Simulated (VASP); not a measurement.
Data:

```
CELL_PARAMETERS angstrom
      5.59105     0.00000     0.00000
      0.00000     5.59105     0.00000
      0.00000     0.00000     5.59105
ATOMIC_POSITIONS crystal
  Na 0.00000 0.00000 0.00000
  Na 0.50000 0.50000 0.00000
  Na 0.50000 0.00000 0.50000
  Cl 0.50000 0.50000 0.50000
  Cl 0.00000 0.00000 0.50000
  Cl 0.00000 0.50000 0.00000
  Cl 0.50000 0.00000 0.00000
  Li 0.00000 0.50000 0.50000
```

Computed with PBE GGA, VASP's PBE PAW potentials (set 64) (plane waves; VASP). Settings: 500 eV cut-off, Gaussian smearing of 0.050 eV, potentials Na_pv Cl Li_sv.

Task: Give the energies of bands 15 to 28 at the high-symmetry points, in eV from the valence-band maximum.

Result: 
```tsv
band	Γ	X	M	R
15	-1.78	-1.34	-1.51	-2.02
16	-1.78	-1.34	-1.49	-1.98
17	-1.78	-1.21	-1.49	-1.98
18	-0.68	-1.21	-1.49	-1.98
19	-0.68	-1.11	-0.99	-0.27
20	-0.68	-1.08	-0.81	-0.27
21	-0.61	-0.78	-0.81	-0.27
22	-0.61	-0.76	-0.79	-0.25
23	-0.61	-0.37	-0.28	-0.25
24	0.00	-0.37	-0.26	-0.25
25	0.00	-0.31	-0.26	-0.23
26	0.00	-0.31	-0.23	-0.23
27	5.17	7.09	7.74	6.87
28	7.27	7.19	7.74	6.87
```

The gap is direct, 5.17 eV, from the valence maximum at Γ to the conduction minimum at Γ.

The structure was generated: LiNa3Cl4 was put into an ordered model structure (Pm-3m), which need not be its known phase. It was relaxed first.
